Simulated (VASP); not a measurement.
Method: r2SCAN meta-GGA with spin-orbit coupling, VASP's PBE PAW potentials (set 64) (plane waves; VASP).

A VASP calculation is set up with these files.

**INCAR**
```
METAGGA = R2SCAN
LSORBIT = .TRUE.
LREAL = .FALSE.   # projection in real space or not
SYSTEM = PbSe
PREC = Accurate
ENCUT = 400
EDIFF = 1E-6
ISMEAR = 0   # Gaussian
LWAVE = .FALSE.
LCHARG = .FALSE.
LASPH = .TRUE.   # aspherical one-centre terms
SIGMA = 0.05   # width (eV)
LMIXTAU = .TRUE.
ALGO = Normal
GGA_COMPAT = .FALSE.
LMAXMIX = 4   # l cut-off of mixed one-centre charges
MAGMOM = 6*0
NELM = 100
```

File POSCAR:
```
PbSe
1
    0.0000000000     3.0873891347     3.0873891347
    3.0873891347     0.0000000000     3.0873891347
    3.0873891347     3.0873891347     0.0000000000
Pb Se
1 1
Direct
  0.0000000000   0.0000000000   0.0000000000
  0.5000000000   0.5000000000   0.5000000000
```

**KPOINTS**
```
Automatic mesh
0
G
 7 7 7
```

KPOINTS_OPT:
```
k-points along high-symmetry lines
8
Line-mode
Reciprocal
  0.000000   0.000000   0.000000 ! GAMMA
  0.500000   0.000000   0.500000 ! X

  0.500000   0.000000   0.500000 ! X
  0.625000   0.250000   0.625000 ! U

  0.375000   0.375000   0.750000 ! K
  0.000000   0.000000   0.000000 ! GAMMA

  0.000000   0.000000   0.000000 ! GAMMA
  0.500000   0.500000   0.500000 ! L

  0.500000   0.500000   0.500000 ! L
  0.500000   0.250000   0.750000 ! W

  0.500000   0.250000   0.750000 ! W
  0.500000   0.000000   0.500000 ! X
```

POTCAR, in this order: Pb_d Se (PBE.64 set). Program: vasp_ncl.

The resulting files:

File OUTCAR:
```
 ion  position               nearest neighbor table
   1  0.000  0.000  0.000-   2 3.09   2 3.09   2 3.09   2 3.09   2 3.09   2 3.09
   2  0.500  0.500  0.500-   1 3.09   1 3.09   1 3.09   1 3.09   1 3.09   1 3.09
  LATTYP: Found a face centered cubic cell.
 ALAT       =     6.1747782694
 Subroutine PRICEL returns:
 Original cell was already a primitive cell.
 Subroutine GETGRP returns: Found 48 space group operations
The static configuration has the point symmetry O_h .
The dynamic configuration has the point symmetry O_h .
The overall configuration has the point symmetry O_h .
 Subroutine INISYM returns: Found 48 space group operations
 Subroutine IBZKPT returns following result:
 Found     20 irreducible k-points:

 Following reciprocal coordinates:
            Coordinates               Weight
  0.000000  0.000000  0.000000      1.000000
  0.142857  0.000000  0.000000      8.000000
  0.285714  0.000000  0.000000      8.000000
  0.428571  0.000000  0.000000      8.000000
  0.142857  0.142857  0.000000      6.000000
  0.285714  0.142857  0.000000     24.000000
  0.428571  0.142857  0.000000     24.000000
 -0.428571  0.142857  0.000000     24.000000
...
```

File OSZICAR:
```
       N       E                     dE             d eps       ncg     rms          rms(c)
DAV:   1     0.125315427274E+03    0.12532E+03   -0.81577E+03  1120   0.125E+03
DAV:   2    -0.571241786831E+02   -0.18244E+03   -0.17713E+03  1144   0.365E+02
DAV:   3    -0.762126577850E+02   -0.19088E+02   -0.18560E+02  1432   0.140E+02
DAV:   4    -0.770286933439E+02   -0.81604E+00   -0.81300E+00  1336   0.315E+01
DAV:   5    -0.770621610298E+02   -0.33468E-01   -0.33462E-01  1664   0.624E+00    0.289E+00
DAV:   6    -0.721172961922E+02    0.49449E+01   -0.23870E+00  1376   0.316E+01    0.214E+00
DAV:   7    -0.721879618569E+02   -0.70666E-01   -0.80072E-01  1152   0.113E+01    0.122E+00
DAV:   8    -0.722554602534E+02   -0.67498E-01   -0.63074E-01  1128   0.587E+00    0.634E-01
DAV:   9    -0.723160109265E+02   -0.60551E-01   -0.94681E-02  1180   0.252E+00    0.439E-01
DAV:  10    -0.723125525726E+02    0.34584E-02   -0.46916E-02  1372   0.188E+00    0.171E-01
DAV:  11    -0.723303234649E+02   -0.17771E-01   -0.42034E-02  1120   0.187E+00    0.118E-01
DAV:  12    -0.723321165012E+02   -0.17930E-02   -0.13072E-03  1240   0.374E-01    0.572E-02
DAV:  13    -0.723331246731E+02   -0.10082E-02   -0.37252E-04  1228   0.271E-01    0.355E-02
DAV:  14    -0.723337418999E+02   -0.61723E-03   -0.47419E-04  1136   0.216E-01    0.164E-02
DAV:  15    -0.723337332084E+02    0.86915E-05   -0.41895E-05  1312   0.622E-02    0.106E-02
DAV:  16    -0.723337379523E+02   -0.47440E-05   -0.19801E-05  1336   0.728E-02    0.511E-03
DAV:  17    -0.723337389472E+02   -0.99484E-06   -0.37945E-06  1092   0.186E-02
   1 F= -.72333739E+02 E0= -.72333739E+02  d E =-.948283E-18  mag=    -0.0000    -0.0000     0.0000
       N       E                     dE             ncg
       N       E                     dE             ncg
       N       E                     dE             ncg
```

File OUTCAR:
```
------------------------ aborting loop because EDIFF is reached ----------------------------------------
  FORCE on cell =-STRESS in cart. coord.  units (eV):
  Direction    XX          YY          ZZ          XY          YZ          ZX
  --------------------------------------------------------------------------------------
  Total       -0.0638713     -0.0638713     -0.0638713      0.0000000      0.0000000      0.0000000
  in kB       -1.7386495     -1.7386495     -1.7386495      0.0000000      0.0000000      0.0000000
  external PRESSURE =      -1.7386495 kB  Pullay stress =       0.0000000 kB
  volume of cell :       58.86
      direct lattice vectors                 reciprocal lattice vectors
     0.000000000  3.087389135  3.087389135    -0.161949135  0.161949135  0.161949135
     3.087389135  0.000000000  3.087389135     0.161949135 -0.161949135  0.161949135
     3.087389135  3.087389135  0.000000000     0.161949135  0.161949135 -0.161949135
  FREE ENERGIE OF THE ION-ELECTRON SYSTEM (eV)
  ---------------------------------------------------
  free  energy   TOTEN  =       -72.3337389472 eV

  energy  without entropy=      -72.3337389472  energy(sigma->0) =      -72.33373895

 Ion:    1  E_soc:     -0.7815549

 Ion:    2  E_soc:     -0.0452958
```
(Selected blocks of OUTCAR.)

The compound is PbSe in the rock salt structure. It was relaxed first.
